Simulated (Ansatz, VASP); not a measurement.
# MoS2: VASP beside Ansatz, part 2 of 2

Aim: how closely do two programs agree when they are given the same cell, functional and k mesh? Of the first pair: The structure shown is the start of the Ansatz relaxation below; VASP solves that cell, so the two are compared at the walk's first step.

VASP 6.6.1 and Ansatz 0.2.0.

So far: The starting structure; Ansatz: relaxation, LDA; VASP: single point, LDA, start cell, pair 1.

### Step 4. Comparison

Known differences besides the potentials themselves: Ansatz cuts the interaction across the vacuum, VASP repeats the sheet with a dipole correction; the cutoff is 420 eV in Ansatz and 400 eV in VASP; VASP's log shows a relativistic correction to its local exchange, Ansatz's none. Total energies have different zeros and are not compared.

Forces (eV/Å; atoms numbered as in POSCAR):

```tsv
atom	Ansatz x, y, z	VASP x, y, z
Mo1	0.000, 0.000, 0.000	0.000, 0.000, 0.000
S2	0.000, 0.000, 0.471	0.000, 0.000, 0.468
S3	0.000, 0.000, -0.471	0.000, 0.000, -0.468
```

The forces differ by 1.7 meV/Å r.m.s., which is 0.8 % of the r.m.s. force of 0.220 eV/Å (both taken over all components). With vacuum in the cell, a pressure given here is an average over mostly empty space and none of the material.

### Step 5. Ansatz: relaxation, LDA

This run makes the geometry at which the two programs are then compared.

The structure compared here is the end of the Ansatz relaxation.

input.yaml reads:

```yaml
crystal:
  lattice:
    - [3.1218999099, 2.9e-09, 0.0]
    - [-1.5609499575, 2.7036446286, 0.0]
    - [0.0, 0.0, 19.11892362]
  atoms:
    - { symbol: Mo, position: [0.6666666667, 0.3333333333, 0.5] }
    - { symbol: S, position: [0.0, 0.0, 0.5799877] }
    - { symbol: S, position: [0.0, 0.0, 0.4200123] }
  periodic: [true, true, false]
kpoints:
  mp_grid: { grid: [8, 8, 1] }
scf:
  occupations: { method: fermi_dirac, width: 0.05 }
hamiltonian:
  xc: lda
output:
  forces: true
  stress: true
relax:
  f_tol: 0.02
  max_steps: 50
  cell: {}
```

Command:

```
$ ansatz run input.yaml --threads 1 --pin off --max-ram 4096MiB --backend cpu --events-out ev --progress --plain --runs-dir out
```

Numbers of over 12 decimals in the logs are rounded to 6 here.

Output:

```text
[...]
Crystal: 3 atoms, lattice volume = 252.516 Å³
Basis set: ecut = 420 eV, 4923 PW (Γ)
Bands: 17, of which v1, the nominal top of the filled ones, is band 13 counted from 1 (12 counted from 0)
Symmetry: 12 space group operations
[...]
k-points: 10 of 64 (time reversal used)
[...]
--- Relaxed structure (3 steps of the walk, 3 accepted, 1 SCFs on fresh bases) ---
[...]
cell:  # Å, volume = 252.0920 Å³
    - [3.119280, 2.919791237061952e-9, 0.0]
    - [-1.559640, 2.701376, 0.0]
    - [0.0, 0.0, 29.917115]
  atoms:
    - { symbol: Mo, position: [0.666667, 0.333333, 0.319532] }
    - { symbol: S, position: [-4.317533984832897e-17, -1.2335811382928862e-17, 0.371449] }
    - { symbol: S, position: [-4.317533984832897e-17, -1.2335811382928862e-17, 0.267614] }
[key lines of the parts left out:]
SCF converged after 6 iterations
Free energy (F): -6584.777208 eV
Fermi energy:    -5.221389 eV
P = ½ c Tr σ = 0.0307 N/m
```

### Step 6. VASP: single point, LDA, relaxed cell, pair 2

The same cell, functional (in two slightly different forms), mesh and smearing now go to VASP, with its own data sets.

INCAR reads:

```
SYSTEM = MoS2
PREC = Accurate
ENCUT = 400
EDIFF = 1E-06
NELM = 120
ISMEAR = -1
SIGMA = 0.05
LREAL = .FALSE.
ALGO = Normal
GGA = PW92
NBANDS = 19
LASPH = .TRUE.
LORBIT = 11
LWAVE = .FALSE.
LCHARG = .FALSE.
ISIF = 2
LDIPOL = .TRUE.
IDIPOL = 3
DIPOL = 0.5 0.5 0.32
LVHAR = .TRUE.
GGA_COMPAT = .FALSE.
EFERMI = MIDGAP
NELMDL = -8
```

POSCAR reads:

```
MoS2
1.0
    3.1192802600      0.0000000029      0.0000000000
   -1.5596401325      2.7013759452      0.0000000000
    0.0000000000      0.0000000000     29.9171149074
Mo S
1 2
Direct
    0.6666666667      0.3333333333      0.3195315404
    0.0000000000      1.0000000000      0.3714491453
    0.0000000000      1.0000000000      0.2676139355
```

KPOINTS reads:

```
Automatic mesh
0
Gamma
8 8 1
0 0 0
```

PAW data sets: Mo_sv and S (LDA family, release 64).

Command:

```
$ mpirun -np 1 vasp_std
```

Output:

```text
[banner, memory and clock lines left out]
running    1 mpi-ranks, on    1 nodes
[...]
[... a notice as in an earlier step ...]

 LDA part: xc-table for (Slater(with rela. corr.)+PW92), standard interpolation
 POSCAR, INCAR and KPOINTS ok, starting setup
[...]
entering main loop
       N       E                     dE             d eps       ncg     rms          rms(c)
DAV:   1     0.132085576377E+03    0.13209E+03   -0.12103E+04   540   0.849E+02
DAV:   2    -0.159289028444E+02   -0.14801E+03   -0.14519E+03   555   0.209E+02
DAV:   3    -0.256458745708E+02   -0.97170E+01   -0.96715E+01   479   0.507E+01
DAV:   4    -0.258026446964E+02   -0.15677E+00   -0.15646E+00   497   0.713E+00
[...]
DAV:  24    -0.243621114253E+02   -0.30322E-05   -0.72469E-08   323   0.913E-04    0.375E-04
DAV:  25    -0.243621133920E+02   -0.19667E-05   -0.44473E-08   296   0.681E-04    0.820E-05
DAV:  26    -0.243621137115E+02   -0.31950E-06   -0.25887E-09   265   0.233E-04
   1 F= -.24362114E+02 E0= -.24362114E+02  d E =-.297694E-09
```

Parts of OUTCAR (step 6):

```text
  Total       -0.0479648     -0.0479648     -0.1104232     -0.0000000     -0.0000000     -0.0000000
  in kB       -0.3048417     -0.3048417     -0.7017976     -0.0000000     -0.0000000     -0.0000000
  external PRESSURE =      -0.4371603 kB  Pullay stress =       0.0000000 kB

 POSITION                                       TOTAL-FORCE (eV/Angst)
 -----------------------------------------------------------------------------------
      1.55964      0.90046      9.55946        -0.000000     -0.000000      0.000000
      0.00000      0.00000     11.11269         0.000000      0.000000     -0.004857
      0.00000      0.00000      8.00624         0.000000     -0.000000      0.004857
 -----------------------------------------------------------------------------------
    total drift:                               -0.000000      0.000000      0.000090

  FREE ENERGIE OF THE ION-ELECTRON SYSTEM (eV)
  ---------------------------------------------------
  free  energy   TOTEN  =       -24.3621137115 eV

  energy  without entropy=      -24.3621137112  energy(sigma->0) =      -24.36211371

[... 1 part as in an earlier step ...]

[... 2 further parts left out ...]
[key lines of the parts left out:]
E-fermi :  -2.5028
```

### Step 7. Comparison

Both answers:

```tsv
quantity	Ansatz	VASP	difference
gap on the k mesh (eV)	2.159	2.171	-0.012
```

A gap on the mesh is an upper bound, since the band edges may lie between its points. With vacuum in the cell, a pressure given here is an average over mostly empty space and none of the material.

### Step 8. Summary of results

* r.m.s. force difference (single point, LDA, start cell, pair 1): 0.77 % of the r.m.s. force
* difference in gap on the k mesh (single point, LDA, relaxed cell, pair 2): -0.012 eV

In words: The r.m.s. force difference is 0.77 % of the r.m.s. force (single point, LDA, start cell, pair 1), within the 3 % picked in this series as the mark of a large difference. Such differences can come from data sets, numerical settings and the points named under the comparisons, not from the functional's error against experiment.

[Lines on the potential files, build, host, timing and source positions are cut from VASP's logs without a mark.]

[Logs are printed without paths, hosts, clocks, repeated set-up lines and the standing remarks that a program may print on its own settings, such as how far it seeks lower states.]

[Hosts, paths, dates, database ids (printed as entryN), source tags and the programs' standing remarks are cut or masked in the printed files.]
